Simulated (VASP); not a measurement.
Here is a VASP 6.6.1 calculation.

The input INCAR:

```
SYSTEM = CrN
PREC     = Accurate       ! precision mode
ENCUT    = 900            ! plane-wave cutoff, eV
EDIFF    = 1E-6           ! SCF threshold, eV
ISMEAR   = -1             ! smearing method
SIGMA    = 0.05           ! smearing width, eV
LREAL    = .FALSE.        ! projectors in reciprocal space
LASPH    = .TRUE.         ! aspherical terms in the spheres
NELM     = 120            ! most SCF steps
ALGO     = Normal         ! electronic algorithm
ISIF     = 2              ! what is computed and relaxed
LWAVE    = .FALSE.        ! write WAVECAR
LCHARG   = .FALSE.        ! write CHGCAR
ISPIN    = 2              ! spin polarisation
MAGMOM   = 3 0            ! initial moments
LORBIT   = 11             ! projections on sites
LMAXMIX  = 4              ! l up to which the mixer works
LDIPOL   = .TRUE.       
IDIPOL   = 3            
DIPOL    = 0.5 0.5 0.294
GGA      = PE             ! functional
IBRION   = 2              ! ionic algorithm
NSW      = 60             ! ionic steps
EDIFFG   = -0.005         ! ionic threshold
```

KPOINTS

```
regular mesh
0
G
  7 7 1
  0 0 0
```

POSCAR

```
CrN
1.0
    2.7241200000      0.0000000000      0.0000000000
    0.0000000000      2.7241200000      0.0000000000
    0.0000000000      0.0000000000     23.8000000000
Cr N
1 1
Selective dynamics
Direct
    0.5000000000      0.5000000000      0.2941200000  F F F
    0.0000000000      0.0000000000      0.2941200000  T T T
```

Potentials or basis: VASP PAW PBE potentials, release 64 (Cr_pv, N_s).

The run is started by

```sh
$ cat potpaw_PBE.64/Cr_pv/POTCAR potpaw_PBE.64/N_s/POTCAR > POTCAR
$ mpirun -np 1 vasp_std > vasp.out
```

(1) Estimate the net moment.

(2) What does it give for the band gap on the k mesh?

Answers

(1) 2.46 μB per cell.

(2) none (metal or under the smearing width).

Caveat: the relaxation stopped at its first step, so nothing moved; only a ferromagnetic start was run, and an antiferromagnetic order may lie lower in energy.
